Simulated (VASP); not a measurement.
These are revPBE GGA, VASP's PBE PAW potentials (set 64) (plane waves; VASP) values and carry that method's errors.

VASP input:

File KPOINTS:
```
Automatic mesh
0
Gamma
12 12 12
0 0 0
```

File POSCAR:
```
Na
1
   -2.1350900369     2.1350900369     2.1350900369
    2.1350900369    -2.1350900369     2.1350900369
    2.1350900369     2.1350900369    -2.1350900369
Na
1
Direct
  0.0000000000   0.0000000000   0.0000000000
```

**INCAR**
```
ALGO=Normal
EDIFF=1E-7
ENCUT=520
GGA=RE
ISIF=2
ISMEAR=1
LASPH=.TRUE.
LCHARG=.FALSE.
LREAL=.FALSE.
LWAVE=.FALSE.
NELM=100
PREC=Accurate
SIGMA=0.1
SYSTEM=Na
```

POTCAR, in this order: Na_pv (PBE.64 set). Program: vasp_std.

The resulting files:

File OSZICAR:
```
       N       E                     dE             d eps       ncg     rms          rms(c)
DAV:   1     0.211849868605E+02    0.21185E+02   -0.39406E+03  1008   0.835E+02
DAV:   2    -0.747918667129E+00   -0.21933E+02   -0.21928E+02  1043   0.141E+02
DAV:   3    -0.119519295660E+01   -0.44727E+00   -0.44727E+00  1372   0.286E+01
DAV:   4    -0.119882716471E+01   -0.36342E-02   -0.36342E-02  1204   0.229E+00
DAV:   5    -0.119888325868E+01   -0.56094E-04   -0.56094E-04  1309   0.249E-01    0.232E-01
DAV:   6    -0.119976772547E+01   -0.88447E-03   -0.30555E-04  1148   0.232E-01    0.155E-01
DAV:   7    -0.120023076279E+01   -0.46304E-03   -0.10790E-03  1148   0.438E-01    0.725E-03
DAV:   8    -0.120023160110E+01   -0.83831E-06   -0.73134E-06  1155   0.473E-02    0.190E-03
DAV:   9    -0.120023190246E+01   -0.30137E-06   -0.21340E-07  1295   0.542E-03    0.835E-04
DAV:  10    -0.120023198923E+01   -0.86764E-07   -0.10977E-07  1099   0.459E-03
   1 F= -.12002320E+01 E0= -.11999619E+01  d E =-.810310E-03
```

File OUTCAR:
```
------------------------ aborting loop because EDIFF is reached ----------------------------------------
  FORCE on cell =-STRESS in cart. coord.  units (eV):
  Direction    XX          YY          ZZ          XY          YZ          ZX
  --------------------------------------------------------------------------------------
  Total        0.0157021      0.0157021      0.0157021     -0.0000000      0.0000000     -0.0000000
  in kB        0.6461906      0.6461906      0.6461906     -0.0000000      0.0000000     -0.0000000
  external PRESSURE =       0.6461906 kB  Pullay stress =       0.0000000 kB
  volume of cell :       38.93
      direct lattice vectors                 reciprocal lattice vectors
    -2.135090037  2.135090037  2.135090037     0.000000000  0.234182162  0.234182162
     2.135090037 -2.135090037  2.135090037     0.234182162  0.000000000  0.234182162
     2.135090037  2.135090037 -2.135090037     0.234182162  0.234182162  0.000000000
 POSITION                                       TOTAL-FORCE (eV/Angst)
 -----------------------------------------------------------------------------------
      0.00000      0.00000      0.00000         0.000000     -0.000000     -0.000000
 -----------------------------------------------------------------------------------
    total drift:                                0.000000      0.000000      0.000000
  FREE ENERGIE OF THE ION-ELECTRON SYSTEM (eV)
  ---------------------------------------------------
  free  energy   TOTEN  =        -1.2002319892 eV

  energy  without entropy=       -1.1994216791  energy(sigma->0) =       -1.19996189
```
(Selected blocks of OUTCAR.)

The compound is Na in the bcc structure. It was relaxed first.
